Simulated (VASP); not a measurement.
# A VASP study of WC (Qusongite) (r2SCAN): structure first, properties next

How well does r2SCAN reproduce what experiment finds for WC (Qusongite)? The cell is relaxed first, and properties follow on it. The steps: full relaxation (r2SCAN), density, ELF and potential (r2SCAN), bands along the symmetry lines (r2SCAN), total and projected DOS (r2SCAN), zone-centre phonons (r2SCAN), optical spectrum (r2SCAN) and relaxing the atoms (r2SCAN), changed input. Left out of this account: 1 further run (relaxation: it shows nothing beyond the runs told). The start is a cell from a database of measured crystal structures.

Calculated with VASP 6.6.1; r2SCAN; plane waves and PAW (W, C).

The experiments to compare with:

For WC, hexagonal WC (polycrystalline pellet, spark plasma sintered, 99.996 wt% purity), “Reflectance spectral studies of spark plasma sintered tungsten carbide pellet” (2024, arxiv:2411.15754) gives, by X-ray diffraction: lattice constant a (a of hexagonal cell) 2.906 Å; lattice constant c (c of hexagonal cell) 2.837 Å.

## (1) The starting structure

Before any relaxation, the start is as follows. The structure is hexagonal, space group P-6m2 (No. 187). Conventional cell: a = 2.907 Å, b = 2.907 Å, c = 2.837 Å, α = 90.00°, β = 90.00°, γ = 120.00°. Nearest to W lie 6 C at 2.20 Å. C has 6 W at 2.20 Å nearest. Farther neighbours are not listed.

Structure file:

```xyz
2
Lattice="2.9065 0.0000 0.0000 -1.4532 2.5171 0.0000 0.0000 0.0000 2.8366" Properties=species:S:1:pos:R:3 pbc="T T T"
W     0.0000    0.0000    0.0000
C     1.4533    0.8390    1.4183
```

## (2) Full relaxation (r2SCAN)

The start need not lie at this functional's minimum. ISIF = 3 frees volume, shape and positions, and EDIFFG sets the threshold on forces and stress at which the search stops. r2SCAN adds the kinetic-energy density, costs more than a GGA and is run with LASPH.

INCAR reads:

```
SYSTEM = WC
PREC = Accurate
ENCUT = 520
EDIFF = 1E-06
NELM = 100
ISMEAR = 0
SIGMA = 0.05
LREAL = .FALSE.
ALGO = Normal
METAGGA = R2SCAN
LASPH = .TRUE.
NBANDS = 11
LORBIT = 11
LWAVE = .FALSE.
LCHARG = .FALSE.
KPAR = 2
IBRION = 2
NSW = 60
ISIF = 3
EDIFFG = -0.01
```

POSCAR reads:

```
WC
1.0
    2.9065000000      0.0000000000      0.0000000000
   -1.4532500000      2.5171028361      0.0000000000
    0.0000000000      0.0000000000      2.8366000000
W C
1 1
Direct
    0.0000000000      0.0000000000      0.0000000000
    0.6666666667      0.3333333333      0.5000000000
```

KPOINTS reads:

```
Automatic mesh
0
Gamma
9 9 8
0 0 0
```

The projector-augmented-wave data sets are W and C (PBE family, release 64).

The run is started by

```bash
> mpirun -np 2 vasp_std
```

The program printed:

```text
[banner, memory and clock lines left out]
running    2 mpi-ranks, on    1 nodes
 distrk:  each k-point on    1 cores,    2 groups
 distr:  one band on    1 cores,    1 groups

 POSCAR found type information on POSCAR W C
 POSCAR found :  2 types and       2 ions
|                                                                             |
|               ----> ADVICE to this user running VASP <----                  |
|                                                                             |
|     You enforced a specific xc type in the INCAR file but a different       |
|     [... a line on the potential file left out ...]
|     I HOPE YOU KNOW WHAT YOU ARE DOING!                                     |
|                                                                             |

 LDA part: xc-table for (None), standard interpolation
 POSCAR, INCAR and KPOINTS ok, starting setup
 FFT: planning ... GRIDC
 FFT: planning ... GRID_SOFT
 FFT: planning ... GRID
 WAVECAR not read
 entering main loop
       N       E                     dE             d eps       ncg     rms          rms(c)
DAV:   1    -0.147091291993E+02   -0.14709E+02   -0.52250E+03  1320   0.856E+02
DAV:   2    -0.628181807929E+02   -0.48109E+02   -0.45763E+02  1578   0.205E+02
DAV:   3    -0.647821587083E+02   -0.19640E+01   -0.19424E+01  1579   0.346E+01
DAV:   4    -0.647939421974E+02   -0.11783E-01   -0.11780E-01  1470   0.327E+00
DAV:   5    -0.647939948776E+02   -0.52680E-04   -0.52679E-04  1587   0.213E-01    0.313E+01
DAV:   6    -0.616918632711E+02    0.31021E+01   -0.10673E+01  1555   0.202E+01    0.113E+01
DAV:   7    -0.617553795496E+02   -0.63516E-01   -0.50238E-01  1407   0.599E+00    0.821E+00
DAV:   8    -0.617450158259E+02    0.10364E-01   -0.68770E-02  1497   0.199E+00    0.234E+00
DAV:   9    -0.617414742417E+02    0.35416E-02   -0.51012E-03  1467   0.581E-01    0.350E-01
DAV:  10    -0.617416528003E+02   -0.17856E-03   -0.29511E-04  1479   0.139E-01    0.580E-02
DAV:  11    -0.617416442952E+02    0.85051E-05   -0.20456E-05  1528   0.303E-02    0.553E-03
DAV:  12    -0.617416436912E+02    0.60409E-06   -0.19324E-06  1360   0.142E-02
   1 F= -.61741644E+02 E0= -.61741401E+02  d E =-.617416E+02
 curvature:   0.00 expect dE= 0.000E+00 dE for cont linesearch  0.000E+00
 trial: gam= 0.00000 g(F)=  0.165E-49 g(S)=  0.388E-03 ort = 0.000E+00 (trialstep = 0.100E+01)
 search vector abs. value=  0.388E-03
 bond charge predicted
       N       E                     dE             d eps       ncg     rms          rms(c)
DAV:   1    -0.617416477941E+02   -0.34989E-05   -0.15874E-02  1326   0.993E-01    0.232E-01
DAV:   2    -0.617415229754E+02    0.12482E-03   -0.33602E-04  1535   0.153E-01    0.156E-01
DAV:   3    -0.617414769648E+02    0.46011E-04   -0.90495E-05  1529   0.711E-02    0.132E-02
DAV:   4    -0.617414759621E+02    0.10027E-05   -0.53714E-06  1503   0.169E-02    0.425E-03
DAV:   5    -0.617414762136E+02   -0.25150E-06   -0.33436E-07   690   0.508E-03
   2 F= -.61741476E+02 E0= -.61741200E+02  d E =0.167478E-03
[...]
3 F= -.61741707E+02 E0= -.61741454E+02  d E =-.637121E-04
[...]
4 F= -.61741707E+02 E0= -.61741453E+02  d E =-.637772E-04
[...]
5 F= -.61741707E+02 E0= -.61741453E+02  d E =-.635091E-04
[...]
6 F= -.61741698E+02 E0= -.61741433E+02  d E =0.883529E-05
 trial-energy change:    0.000009  1 .order    0.000011   -0.000024    0.000045
 step:   0.3009(harm=  0.3009)  dis= 0.00000  next Energy=   -61.741711 (dE=-0.405E-05)
 bond charge predicted
       N       E                     dE             d eps       ncg     rms          rms(c)
DAV:   1    -0.617417155114E+02   -0.17219E-04   -0.37692E-04  1323   0.155E-01    0.363E-02
DAV:   2    -0.617417135959E+02    0.19155E-05   -0.54095E-06  1604   0.211E-02    0.194E-02
DAV:   3    -0.617417121832E+02    0.14126E-05   -0.11278E-06   838   0.710E-03    0.270E-03
DAV:   4    -0.617417120296E+02    0.15365E-06   -0.15097E-07   660   0.370E-03
   7 F= -.61741712E+02 E0= -.61741454E+02  d E =-.482932E-05
 curvature:  -0.16 expect dE=-0.401E-07 dE for cont linesearch -0.164E-08
 trial: gam=-0.00302 g(F)=  0.687E-47 g(S)=  0.244E-06 ort =-0.542E-06 (trialstep = 0.758E+00)
 search vector abs. value=  0.248E-06
 reached required accuracy - stopping structural energy minimisation
```

Elapsed: 74 s, on 2 MPI ranks of Intel Xeon Platinum 8259CL at 2.50GHz (Skylake/Cascade Lake), shared host; peak memory 0.29 GiB; 2 min of CPU time.

Lines that name or quote the potential files are left out of all logs, and their timing lines are given in words.

Parts of OUTCAR (step 2):

```text
ion  position               nearest neighbor table
   1  0.000  0.000  0.000-   2 2.20   2 2.20   2 2.20   2 2.20   2 2.20   2 2.20
   2  0.667  0.333  0.500-   1 2.20   1 2.20   1 2.20   1 2.20   1 2.20   1 2.20

  LATTYP: Found a hexagonal cell.
 ALAT       =     2.9065000000
 C/A-ratio  =     0.9759504559

 Subroutine GETGRP returns: Found 12 space group operations
 (whereof 12 operations were pure point group operations)

The static configuration has the point symmetry D_3h.

 Found     60 irreducible k-points:

   k-points           NKPTS =     60   k-points in BZ     NKDIM =     60   number of bands    NBANDS=     11

   dimension x,y,z NGX =    24 NGY =   24 NGZ =   24
   dimension x,y,z NGXF=    48 NGYF=   48 NGZF=   48

   ENCUT  =  520.0 eV  38.22 Ry    6.18 a.u.   5.40  5.40  5.27*2*pi/ulx,y,z

   NELECT =      10.0000    total number of electrons

 k-points in reciprocal lattice and weights: Automatic mesh
   0.00000000  0.00000000  0.00000000       0.002
   0.11111111  0.00000000  0.00000000       0.009
   0.22222222  0.00000000  0.00000000       0.009
   0.33333333  0.00000000  0.00000000       0.009
   0.44444444  0.00000000  0.00000000       0.009
   0.11111111  0.11111111  0.00000000       0.009
   0.22222222  0.11111111  0.00000000       0.019
   0.33333333  0.11111111  0.00000000       0.019
   0.44444444  0.11111111  0.00000000       0.009
[...]
0.33333333  0.22222222  0.50000000       0.019
   0.33333333  0.33333333  0.50000000       0.003

 average (electrostatic) potential at core
       1 -43.0394       2 -48.1534

 E-fermi :   8.1406

 k-point     1 :       0.0000    0.0000    0.0000
  band No.  band energies     occupation
      1      -7.0616      2.00000
      2       3.6867      2.00000
      3       4.6803      2.00000
      4       4.6803      2.00000
      5       8.3243      0.00000
      6      11.5045      0.00000
      7      11.5045      0.00000
      8      14.1400      0.00000
      9      14.1400      0.00000
    ...

 k-point     2 :       0.1111    0.0000    0.0000
  band No.  band energies     occupation
      1      -6.7476      2.00000
      2       3.6957      2.00000
      3       4.3408      2.00000
      4       4.9900      2.00000
      5       7.4341      2.00000
      6      11.3888      0.00000
      7      12.5064      0.00000
      8      13.4877      0.00000
      9      13.9072      0.00000
     10      16.0438      0.00000
    ...

 k-point     3 :       0.2222    0.0000    0.0000
  band No.  band energies     occupation
      1      -5.8927      2.00000
      2       2.7209      2.00000
      3       4.6685      2.00000
      4       5.8208      2.00000
      5       6.0816      2.00000
      6      11.1080      0.00000
      7      12.3265      0.00000
      8      13.4144      0.00000
      9      14.0456      0.00000
     10      17.8331      0.00000
    ...

  Total       -0.0022138     -0.0022138      0.0005661      0.0000000     -0.0000000      0.0000000
  in kB       -0.1707424     -0.1707424      0.0436572      0.0000000     -0.0000000      0.0000000
  external PRESSURE =      -0.0992759 kB  Pullay stress =       0.0000000 kB

  energy-cutoff  :      520.00
  volume of cell :       20.77
      direct lattice vectors                 reciprocal lattice vectors
     2.908739777  0.000000000  0.000000000     0.343791496  0.198488113  0.000000000
    -1.454369889  2.519042540 -0.000000000    -0.000000000  0.396976226 -0.000000000
    -0.000000000  0.000000000  2.835140891    -0.000000000  0.000000000  0.352716157

 POSITION                                       TOTAL-FORCE (eV/Angst)
 -----------------------------------------------------------------------------------
     -0.00000      0.00000     -0.00000        -0.000000      0.000000     -0.000000
      1.45437      0.83968      1.41757         0.000000     -0.000000      0.000000
 -----------------------------------------------------------------------------------
    total drift:                                0.000000     -0.000000      0.000000

  FREE ENERGIE OF THE ION-ELECTRON SYSTEM (eV)
  ---------------------------------------------------
  free  energy   TOTEN  =       -61.7417120296 eV

  energy  without entropy=      -61.7411957243  energy(sigma->0) =      -61.74145388

 reached required accuracy - stopping structural energy minimisation

 total charge
# of ion       s       p       d       tot
------------------------------------------
    1        0.613   0.892   4.370   5.875
    2        0.872   1.563   0.000   2.435
--------------------------------------------------
tot          1.486   2.454   4.370   8.310

[... 3 further parts left out ...]
```

CONTCAR:

```
WC
   1.00000000000000
     2.9087397770316867    0.0000000000000000    0.0000000000000000
    -1.4543698885158434    2.5190425399082548   -0.0000000000000000
    -0.0000000000000000    0.0000000000000000    2.8351408906194080
  W               C
     1     1
Direct
     0.0000000000000000    0.0000000000000000    0.0000000000000000
     0.6666666667000030    0.3333333332999970    0.5000000000000000
```

The k-mesh is coarse for a metal. The PAW data sets were made with PBE, which is usual practice but a small mismatch for other functionals. The data set W keeps the semicore shell frozen, which is cheaper and a little less accurate. The run keeps the 12 symmetry operations of its start, so it cannot find a distortion of lower symmetry.

Little changed from the start: no atom moved by 0.005 Å and no cell edge by 0.1 %.

This step gave:

| Item | Value |
| --- | --- |
| electrons | 10 |
| bands | 11 |
| irreducible k-points | 60 |
| symmetry operations | 12 |
| free energy (TOTEN) | -61.7417 eV |
| energy at zero smearing | -61.7415 eV |
| Fermi energy | 8.141 eV |
| pressure | -0.009928 GPa |
| metallic | yes |
| SCF cycles over all ionic steps | 32 |

It ends with forces that vanish by symmetry and a pressure of -0.01 GPa. The volume lies +0.1 % from that of the database's start.

[end of part 1 of 4]

[Lines on the potential files, build, host, timing and source positions are cut from VASP's logs without a mark.]

[Logs are printed without paths, hosts, clocks, repeated set-up lines and the standing remarks that a program may print on its own settings, such as how far it seeks lower states.]

[Hosts, paths, dates, database ids (printed as entryN), source tags and the programs' standing remarks are cut or masked in the printed files.]

[A measured line is paired with the nearest computed mode of its activity, which favours agreement.]
